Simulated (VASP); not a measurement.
```xyz
7
Lattice="4.0943 0.0000 0.0000 0.0000 4.0943 0.0000 0.0000 0.0000 4.0943" Properties=species:S:1:pos:R:3 pbc="T T T"
La     0.0000     0.0000     0.0000
B      3.2785     2.0471     2.0471
B      2.0471     0.8158     2.0471
B      2.0471     3.2785     2.0471
B      0.8158     2.0471     2.0471
B      2.0471     2.0471     3.2785
B      2.0471     2.0471     0.8158
```

All values below come from PBEsol GGA, VASP's PBE PAW potentials (set 64) (plane waves; VASP). Run with 620 eV cut-off, 8×8×8 Γ-centred mesh, first-order Methfessel-Paxton smearing of 0.10 eV, potentials La B.

Energy and stress use the plane-wave basis of the starting cell.

### Question
The ions, cell shape and volume at an external pressure of 10.0 GPa are relaxed. Give the cell that the relaxation ends in.

### Answer

```xyz
7
Lattice="4.0616 0.0000 0.0000 0.0000 4.0616 0.0000 0.0000 0.0000 4.0616" Properties=species:S:1:pos:R:3 pbc="T T T"
La     4.0616     0.0000     0.0000
B      3.2535     2.0308     2.0308
B      2.0308     0.8081     2.0308
B      2.0308     3.2535     2.0308
B      0.8081     2.0308     2.0308
B      2.0308     2.0308     3.2535
B      2.0308     2.0308     0.8081
```
Space group Pm-3m (221), at a tolerance of 0.03 Å.

### Question
How do energy and volume change from the first to the last step?

### Answer
The energy (σ→0) changes by +10.8 meV/atom and the volume by -2.4 %, in 5 ionic steps.

```
step  E(σ→0) (eV)  max force (eV/Å)  pressure (GPa)  volume (Å³)
----  -----------  ----------------  --------------  -----------
1        -51.5145             0.000            4.99        68.63
2        -51.3328             0.167           14.76        65.63
3        -51.4396             0.088            9.99        67.02
4        -51.4343             0.204           10.01        66.96
5        -51.4387             0.000            9.98        67.00
```

The compound is LaB6 in the cab6 structure. This run relaxes it under an external pressure of 10 GPa. Symmetry was kept, so distortions that lower it aren't found. The electron count is odd and the run is not spin-polarised, which forces a metal.
